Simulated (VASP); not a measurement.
Data:

```
CELL_PARAMETERS angstrom
      0.00000     2.07330     2.07330
      2.07330     0.00000     2.07330
      2.07330     2.07330     0.00000
ATOMIC_POSITIONS crystal
  Ag 0.00000 0.00000 0.00000
```

All values below come from r2SCAN meta-GGA, VASP's PBE PAW potentials (set 64) (plane waves; VASP 6.6.1). Settings: 520 eV cut-off, 15×15×15 Γ-centred mesh, first-order Methfessel-Paxton smearing of 0.10 eV, potentials Ag.

Task: What does the run give for the energy per atom (σ→0), pressure, band gap (on the k-mesh) with the smallest direct gap where there is one?

Result: 
The band gap (on the k-mesh) is none (metal, semimetal or under 0.01 eV) and the energy per atom (σ→0) comes out as -21.348 eV/atom. The pressure comes out as -2.84 GPa.

The absolute energy has meaning only against runs of the same code, potentials and settings.

The compound is Ag in the fcc structure. This cell is one point of a volume scan, at 1.03 of the reference volume.
